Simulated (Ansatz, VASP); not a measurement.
**BAs in two plane-wave programs**

Wanted: the spread between two codes on one cell, functional and k mesh. The cell is taken from a series of runs on this material, whose earlier steps may have relaxed, scaled, displaced or heated it; both programs get it as it stands.

Method: plane waves, with VASP 6.6.1 beside it; PBE, in Ansatz 0.2.0.

## (1) Starting point

Symmetry: F-43m, No. 216, cubic system. The conventional cell has a = 4.777 Å, b = 4.777 Å, c = 4.777 Å, α = 90.00°, β = 90.00°, γ = 90.00°. Nearest to B lie 4 As at 2.07 Å. As has 4 B at 2.07 Å nearest. Farther neighbours are not listed.

Structure file:

```xyz
2
Lattice="0.0000 2.3885 2.3885 2.3885 0.0000 2.3885 2.3885 2.3885 0.0000" Properties=species:S:1:pos:R:3 pbc="T T T"
B     0.0000    0.0000    0.0000
As    1.1943    1.1943    1.1943
```

## (2) VASP: dielectric response, PBE

The response to a field tests empty states and converges slowly with the mesh.

Lines of VASP's logs that name or quote its potential files are left out, and so is its time.

Contents of INCAR:

```
SYSTEM = BAs
PREC = Accurate
ENCUT = 420
EDIFF = 1E-08
NELM = 120
ISMEAR = 0
SIGMA = 0.01
LREAL = .FALSE.
ALGO = Normal
GGA = PE
NBANDS = 10
LORBIT = 11
LWAVE = .FALSE.
LCHARG = .FALSE.
ISIF = 2
LEPSILON = .TRUE.
LASPH = .TRUE.
GGA_COMPAT = .FALSE.
```

Contents of POSCAR:

```
BAs
1.0
    0.0000000000      2.3885000000      2.3885000000
    2.3885000000      0.0000000000      2.3885000000
    2.3885000000      2.3885000000      0.0000000000
B As
1 1
Direct
    0.0000000000      0.0000000000      0.0000000000
    0.2500000000      0.2500000000      0.2500000000
```

Contents of KPOINTS:

```
Automatic mesh
0
Gamma
8 8 8
0 0 0
```

PAW data sets: B and As (PBE family, release 64).

The run is started by

```bash
mpirun -np 1 vasp_std
```

Numbers of over 12 decimals in the logs are rounded to 6 here.

The program printed:

```text
[banner, memory and clock lines left out]
running    1 mpi-ranks, on    1 nodes
 distrk:  each k-point on    1 cores,    1 groups
 distr:  one band on    1 cores,    1 groups

 POSCAR found type information on POSCAR B As
 POSCAR found :  2 types and       2 ions
 LDA part: xc-table for (Slater+PW92), standard interpolation
 POSCAR, INCAR and KPOINTS ok, starting setup
 FFT: planning ... GRIDC
 FFT: planning ... GRID_SOFT
 FFT: planning ... GRID
 WAVECAR not read
 entering main loop
       N       E                     dE             d eps       ncg     rms          rms(c)
DAV:   1     0.852842102360E+01    0.85284E+01   -0.34374E+03   580   0.598E+02
DAV:   2    -0.115164231570E+02   -0.20045E+02   -0.19462E+02   778   0.954E+01
DAV:   3    -0.120422477228E+02   -0.52582E+00   -0.52505E+00   708   0.152E+01
DAV:   4    -0.120435311819E+02   -0.12835E-02   -0.12834E-02   708   0.870E-01
DAV:   5    -0.120435331480E+02   -0.19661E-05   -0.19661E-05   682   0.326E-02    0.493E+00
DAV:   6    -0.114696581380E+02    0.57388E+00   -0.16438E+00   624   0.559E+00    0.241E+00
DAV:   7    -0.114099893374E+02    0.59669E-01   -0.19504E-01   696   0.231E+00    0.979E-01
DAV:   8    -0.114031646226E+02    0.68247E-02   -0.21007E-02   660   0.862E-01    0.102E-01
DAV:   9    -0.114034728144E+02   -0.30819E-03   -0.71063E-04   668   0.168E-01    0.595E-02
DAV:  10    -0.114036395936E+02   -0.16678E-03   -0.22272E-04   654   0.957E-02    0.135E-02
DAV:  11    -0.114036451490E+02   -0.55554E-05   -0.58173E-06   710   0.174E-02    0.116E-02
DAV:  12    -0.114036450654E+02    0.83588E-07   -0.27755E-06   642   0.965E-03    0.344E-03
DAV:  13    -0.114036451258E+02   -0.60413E-07   -0.86179E-08   690   0.201E-03    0.109E-03
DAV:  14    -0.114036452388E+02   -0.11294E-06   -0.14215E-08   620   0.839E-04    0.963E-05
DAV:  15    -0.114036452453E+02   -0.65656E-08   -0.33104E-10   374   0.143E-04
   1 F= -.11403645E+02 E0= -.11403645E+02  d E =-.121794E-74
 Linear response reoptimize wavefunctions to high precision
DAV:   1    -0.114036452361E+02    0.92566E-08   -0.87109E-11   410   0.536E-05
DAV:   2    -0.114036452361E+02    0.30695E-11   -0.42214E-12   354   0.136E-05
 Linear response G [H, r] |phi>, progress :
  Direction:   1
       N       E                     dE             d eps       ncg     rms
RMM:   1    -0.493937047709E+02   -0.49394E+02   -0.70676E+01  1447   0.461E+01
RMM:   2    -0.371967889486E+02    0.12197E+02   -0.29902E+00   956   0.109E+01
RMM:   3    -0.371942847696E+02    0.25042E-02   -0.41357E-02  1002   0.867E-01
RMM:   4    -0.371925618344E+02    0.17229E-02   -0.21574E-03  1026   0.948E-02
RMM:   5    -0.371923910192E+02    0.17082E-03   -0.19853E-04  1026   0.110E-02
RMM:   6    -0.371923738262E+02    0.17193E-04   -0.22402E-05  1017   0.175E-03
RMM:   7    -0.371923720636E+02    0.17626E-05   -0.56206E-06   927   0.502E-04
RMM:   8    -0.371923718499E+02    0.21373E-06   -0.22172E-06   844   0.355E-04
RMM:   9    -0.371923718644E+02   -0.14471E-07   -0.27998E-06   784   0.340E-04
RMM:  10    -0.371923719358E+02   -0.71422E-07   -0.31292E-06   707   0.340E-04
RMM:  11    -0.371923722590E+02   -0.32326E-06   -0.48534E-06   663   0.339E-04
 Linear response G [H, r] |phi>, progress :
  Direction:   2
       N       E                     dE             d eps       ncg     rms
RMM:   1    -0.481390822901E+02   -0.48139E+02   -0.93118E+01  1441   0.439E+01
RMM:   2    -0.383769646516E+02    0.97621E+01   -0.20031E+00   952   0.941E+00
RMM:   3    -0.383850029051E+02   -0.80383E-02   -0.31725E-02  1002   0.702E-01
RMM:   4    -0.383834355026E+02    0.15674E-02   -0.20650E-03  1019   0.769E-02
RMM:   5    -0.383832670890E+02    0.16841E-03   -0.19305E-04  1035   0.908E-03
RMM:   6    -0.383832500798E+02    0.17009E-04   -0.19601E-05  1009   0.151E-03
RMM:   7    -0.383832483332E+02    0.17466E-05   -0.19529E-06   927   0.462E-04
RMM:   8    -0.383832481035E+02    0.22972E-06    0.17086E-08   855   0.338E-04
RMM:   9    -0.383832481031E+02    0.42488E-09   -0.59993E-07   793   0.324E-04
RMM:  10    -0.383832481052E+02   -0.21583E-08   -0.33542E-06   718   0.324E-04
RMM:  11    -0.383832481140E+02   -0.87554E-08   -0.15956E-05   652   0.323E-04
 Linear response G [H, r] |phi>, progress :
  Direction:   3
       N       E                     dE             d eps       ncg     rms
RMM:   1    -0.246601840401E+02   -0.24660E+02    0.12534E+02  1356   0.428E+01
RMM:   2    -0.223325845101E+02    0.23276E+01   -0.24898E+00   946   0.989E+00
RMM:   3    -0.223274687744E+02    0.51157E-02   -0.32567E-02   981   0.918E-01
RMM:   4    -0.223272077624E+02    0.26101E-03   -0.30311E-04  1032   0.106E-01
RMM:   5    -0.223272105462E+02   -0.27838E-05   -0.40945E-06  1014   0.133E-02
RMM:   6    -0.223272108385E+02   -0.29228E-06    0.42475E-07   987   0.192E-03
RMM:   7    -0.223272108694E+02   -0.30932E-07    0.71490E-07   901   0.412E-04
RMM:   8    -0.223272108540E+02    0.15445E-07    0.25293E-06   823   0.216E-04
RMM:   9    -0.223272108529E+02    0.10673E-08   -0.40883E-07   736   0.196E-04
RMM:  10    -0.223272108505E+02    0.24091E-08   -0.97160E-07   661   0.196E-04
RMM:  11    -0.223272108398E+02    0.10737E-07   -0.14295E-06   599   0.196E-04
RMM:  12    -0.223272108804E+02   -0.40656E-07    0.53224E-06   529   0.197E-04
 Linear response to external field (no local field effect), progress :
  Direction:   1
       N       E                     dE             d eps       ncg     rms          rms(c)
RMM:   1    -0.867825812381E+00   -0.86783E+00   -0.40531E+00  1303   0.334E+00
RMM:   2    -0.888404403457E+00   -0.20579E-01   -0.89562E-03   951   0.443E-01
RMM:   3    -0.888434204295E+00   -0.29801E-04   -0.48203E-05   987   0.284E-02
RMM:   4    -0.888434452043E+00   -0.24775E-06   -0.39073E-07   999   0.240E-03
RMM:   5    -0.888434449735E+00    0.23077E-08   -0.85543E-09   912   0.232E-04
 change of polarisation eV/A/(eV/A) component  1 :     1.777     0.990     0.211
 dielectric tensor                  component  1 :    12.798     6.572     1.400
 Linear response to external field (no local field effect), progress :
  Direction:   2
       N       E                     dE             d eps       ncg     rms          rms(c)
RMM:   1    -0.876408772898E+00   -0.87641E+00   -0.40575E+00  1296   0.338E+00
RMM:   2    -0.897758852119E+00   -0.21350E-01   -0.95096E-03   950   0.453E-01
RMM:   3    -0.897793897417E+00   -0.35045E-04   -0.53334E-05   992   0.289E-02
RMM:   4    -0.897794204023E+00   -0.30661E-06   -0.43762E-07  1007   0.249E-03
RMM:   5    -0.897794201895E+00    0.21280E-08   -0.86449E-09   914   0.242E-04
 change of polarisation eV/A/(eV/A) component  2 :     0.990     1.796    -0.249
 dielectric tensor                  component  2 :     6.571    12.922    -1.656
 Linear response to external field (no local field effect), progress :
  Direction:   3
       N       E                     dE             d eps       ncg     rms          rms(c)
RMM:   1    -0.345173331166E+00   -0.34517E+00   -0.15445E+00  1261   0.229E+00
RMM:   2    -0.353593396097E+00   -0.84201E-02   -0.34443E-03   946   0.299E-01
RMM:   3    -0.353618207915E+00   -0.24812E-04   -0.23272E-05   971   0.204E-02
RMM:   4    -0.353618378142E+00   -0.17023E-06   -0.20752E-07   980   0.179E-03
RMM:   5    -0.353618378444E+00   -0.30180E-09   -0.55114E-09   876   0.182E-04
 change of polarisation eV/A/(eV/A) component  3 :     0.211    -0.250     0.707
 dielectric tensor                  component  3 :     1.402    -1.657     5.696
 Linear response to external field, progress :
  Direction:   1
       N       E                     dE             d eps       ncg     rms          rms(c)
RMM:   1    -0.696419049246E+00   -0.69642E+00   -0.32179E+00  4236   0.300E+00
RMM:   2    -0.713252918312E+00   -0.16834E-01   -0.72673E-03  3116   0.398E-01    0.127E+00
RMM:   3    -0.705526410883E+00    0.77265E-02   -0.56499E-03  3191   0.446E-01    0.747E-01
RMM:   4    -0.739681586368E+00   -0.34155E-01   -0.83453E-03  3142   0.569E-01    0.837E-02
RMM:   5    -0.745400621287E+00   -0.57190E-02   -0.18879E-04  3212   0.921E-02    0.122E-02
RMM:   6    -0.745715430983E+00   -0.31481E-03   -0.28412E-06  3305   0.127E-02    0.620E-03
RMM:   7    -0.745977287634E+00   -0.26186E-03   -0.21251E-06  3207   0.110E-02    0.508E-04
RMM:   8    -0.745984098017E+00   -0.68104E-05    0.50514E-09  3406   0.753E-04    0.153E-04
RMM:   9    -0.745983033912E+00    0.10641E-05    0.63329E-09  3134   0.315E-04    0.409E-05
RMM:  10    -0.745983486742E+00   -0.45283E-06    0.95539E-09  2940   0.929E-05    0.505E-06
 change of polarisation eV/A/(eV/A) component  1 :     1.382     0.437     0.234
 dielectric tensor                  component  1 :    10.176     2.900     1.553
 Linear response to external field, progress :
  Direction:   2
       N       E                     dE             d eps       ncg     rms          rms(c)
RMM:   1    -0.696449053020E+00   -0.69645E+00   -0.32182E+00  4233   0.300E+00
RMM:   2    -0.713253588359E+00   -0.16805E-01   -0.72359E-03  3115   0.398E-01    0.127E+00
RMM:   3    -0.705527062253E+00    0.77265E-02   -0.56369E-03  3191   0.446E-01    0.747E-01
RMM:   4    -0.739682829695E+00   -0.34156E-01   -0.83324E-03  3140   0.569E-01    0.837E-02
RMM:   5    -0.745400405634E+00   -0.57176E-02   -0.18843E-04  3212   0.921E-02    0.122E-02
RMM:   6    -0.745715132720E+00   -0.31473E-03   -0.27723E-06  3305   0.127E-02    0.621E-03
RMM:   7    -0.745977102700E+00   -0.26197E-03   -0.21102E-06  3204   0.110E-02    0.508E-04
RMM:   8    -0.745984002225E+00   -0.68995E-05    0.63196E-09  3398   0.755E-04    0.153E-04
RMM:   9    -0.745982912004E+00    0.10902E-05    0.59777E-09  3129   0.315E-04    0.410E-05
RMM:  10    -0.745983365324E+00   -0.45332E-06    0.48840E-09  2936   0.925E-05    0.506E-06
 change of polarisation eV/A/(eV/A) component  2 :     0.423     1.382     0.205
 dielectric tensor                  component  2 :     2.811    10.176     1.361
 Linear response to external field, progress :
  Direction:   3
       N       E                     dE             d eps       ncg     rms          rms(c)
RMM:   1    -0.696809711052E+00   -0.69681E+00   -0.32218E+00  4237   0.300E+00
RMM:   2    -0.713252690401E+00   -0.16443E-01   -0.71969E-03  3116   0.397E-01    0.127E+00
RMM:   3    -0.705526364782E+00    0.77263E-02   -0.56598E-03  3191   0.447E-01    0.747E-01
RMM:   4    -0.739680248471E+00   -0.34154E-01   -0.83541E-03  3142   0.569E-01    0.837E-02
RMM:   5    -0.745400590288E+00   -0.57203E-02   -0.18863E-04  3212   0.921E-02    0.122E-02
RMM:   6    -0.745715482113E+00   -0.31489E-03   -0.28589E-06  3307   0.127E-02    0.619E-03
RMM:   7    -0.745977245078E+00   -0.26176E-03   -0.21311E-06  3209   0.110E-02    0.508E-04
RMM:   8    -0.745983994374E+00   -0.67493E-05    0.43010E-09  3401   0.752E-04    0.153E-04
RMM:   9    -0.745982948474E+00    0.10459E-05    0.18174E-09  3132   0.315E-04    0.410E-05
RMM:  10    -0.745983399052E+00   -0.45058E-06   -0.73886E-09  2928   0.919E-05    0.514E-06
 change of polarisation eV/A/(eV/A) component  3 :     0.328     0.343     1.382
 dielectric tensor                  component  3 :     2.176     2.277    10.176
 Born effective charges drift removed
```

Parts of OUTCAR (step 2):

```text
ion  position               nearest neighbor table
   1  0.000  0.000  0.000-   2 2.07   2 2.07   2 2.07   2 2.07
   2  0.250  0.250  0.250-   1 2.07   1 2.07   1 2.07   1 2.07

  LATTYP: Found a face centered cubic cell.
 ALAT       =     4.7770000000

 Subroutine GETGRP returns: Found 24 space group operations
 (whereof 24 operations were pure point group operations)

The static configuration has the point symmetry T_d .

 Found     29 irreducible k-points:

   k-points           NKPTS =     29   k-points in BZ     NKDIM =     29   number of bands    NBANDS=     10

   dimension x,y,z NGX =    24 NGY =   24 NGZ =   24
   dimension x,y,z NGXF=    48 NGYF=   48 NGZF=   48

   ENCUT  =  420.0 eV  30.87 Ry    5.56 a.u.   5.64  5.64  5.64*2*pi/ulx,y,z

   NELECT =       8.0000    total number of electrons

 k-points in reciprocal lattice and weights: Automatic mesh
   0.00000000  0.00000000  0.00000000       0.002
   0.12500000  0.00000000  0.00000000       0.016
   0.25000000  0.00000000  0.00000000       0.016
   0.37500000  0.00000000  0.00000000       0.016
   0.50000000  0.00000000  0.00000000       0.008
   0.12500000  0.12500000  0.00000000       0.012
   0.25000000  0.12500000  0.00000000       0.047
   0.37500000  0.12500000  0.00000000       0.047
   0.50000000  0.12500000  0.00000000       0.047
[...]
-0.37500000  0.50000000  0.12500000       0.023
  -0.25000000  0.50000000  0.25000000       0.012

 average (electrostatic) potential at core
       1 -26.7833       2 -48.7668

  Total        0.5855593      0.5855593      0.5855593     -0.0000000     -0.0000000      0.0000000
  in kB       34.4251401     34.4251401     34.4251401     -0.0000000     -0.0000000      0.0000000
  external PRESSURE =      34.4251401 kB  Pullay stress =       0.0000000 kB

  energy-cutoff  :      420.00
  volume of cell :       27.25
      direct lattice vectors                 reciprocal lattice vectors
     0.000000000  2.388500000  2.388500000    -0.209336404  0.209336404  0.209336404
     2.388500000  0.000000000  2.388500000     0.209336404 -0.209336404  0.209336404
     2.388500000  2.388500000  0.000000000     0.209336404  0.209336404 -0.209336404

 POSITION                                       TOTAL-FORCE (eV/Angst)
 -----------------------------------------------------------------------------------
      0.00000      0.00000      0.00000        -0.000000      0.000000      0.000000
      1.19425      1.19425      1.19425         0.000000     -0.000000     -0.000000
 -----------------------------------------------------------------------------------
    total drift:                                0.000000      0.000000      0.000000

 MACROSCOPIC STATIC DIELECTRIC TENSOR (including local field effects in DFT)
 ------------------------------------------------------
          10.175687    -0.000000     0.000000
          -0.000000    10.175687    -0.000000
           0.000000    -0.000000    10.175687
 ------------------------------------------------------

 PIEZOELECTRIC TENSOR (including local field effects)  for field in x, y, z        (C/m^2)
          XX          YY          ZZ          XY          YZ          ZX
  --------------------------------------------------------------------------------
  x     0.00000    -0.00000    -0.00000     0.00000     0.08937     0.00000
  y     0.00000     0.00000     0.00000     0.00000     0.00000     0.08937
  z     0.00000    -0.00000     0.00000     0.08937     0.00000     0.00000

 BORN EFFECTIVE CHARGES (including local field effects) (in |e|, cummulative output)
 ---------------------------------------------------------------------------------
 ion    1
    1    -0.52732     0.00000     0.00000
    2    -0.00000    -0.52732     0.00000
    3    -0.00000     0.00000    -0.52732
 ion    2
    1     0.52732    -0.00000     0.00000
    2     0.00000     0.52732    -0.00000
    3     0.00000     0.00000     0.52732
```

[end of part 1 of 2]

[Lines on the potential files, build, host, timing and source positions are cut from VASP's logs without a mark.]

[Logs are printed without paths, hosts, clocks, repeated set-up lines and the standing remarks that a program may print on its own settings, such as how far it seeks lower states.]

[Hosts, paths, dates, database ids (printed as entryN), source tags and the programs' standing remarks are cut or masked in the printed files.]
